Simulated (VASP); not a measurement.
Given:

```yaml
crystal:
  lattice:
    - [3.95274, 0.00000, 0.00000]
    - [0.00000, 3.95274, 0.00000]
    - [0.00000, 0.00000, 3.95274]
  atoms:
    - { symbol: Ti, position: [0.00000, 0.00000, 0.00000] }
    - { symbol: Al, position: [0.50000, 0.50000, 0.00000] }
    - { symbol: Al, position: [0.00000, 0.50000, 0.50000] }
    - { symbol: Al, position: [0.50000, 0.00000, 0.50000] }
```

Calculation: r2SCAN meta-GGA, VASP's PBE PAW potentials (set 64) (plane waves; VASP 6.6.1). Run with 400 eV cut-off, 9×9×9 Γ-centred mesh, tetrahedra with Blöchl corrections, potentials Ti_sv Al.

Q: Estimate the energy per atom (σ→0), band gap (over mesh and band path) with the smallest direct gap where there is one.

A: 
* **band gap (over mesh and band path)**: none (metal, semimetal or under 0.01 eV)
* **energy per atom (σ→0)**: -8.704 eV/atom

The absolute energy has meaning only against runs of the same code, potentials and settings.

The structure comes from a computed database's TiAl3 entry (Pm-3m); how it stands against other phases isn't given here. It was relaxed first. The electron count is odd and the run is not spin-polarised, which forces a metal.
